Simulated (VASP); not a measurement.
Here is the system:

```
ZnO
1.0
    1.62104    -2.80772     0.00000
    1.62104     2.80772     0.00000
    0.00000     0.00000     5.23490
Zn O
2 2
Direct
  0.66667   0.33333   0.50164
  0.33333   0.66667   0.00164
  0.66667   0.33333   0.88036
  0.33333   0.66667   0.38036
```

The numbers are results of AM05 GGA, VASP's PBE PAW potentials (set 64) (plane waves; VASP), not measurements. Settings: 520 eV cut-off, Gaussian smearing of 0.050 eV, potentials Zn O.

**Question.** Estimate the band gap (along the path) with the smallest direct gap where there is one.

**Answer.** 
| Item | Result |
|---|---|
| band gap (along the path) | 0.80 eV |
| smallest direct gap (along the path) | 0.80 eV |

The compound is ZnO in the wurtzite structure. It was relaxed first.
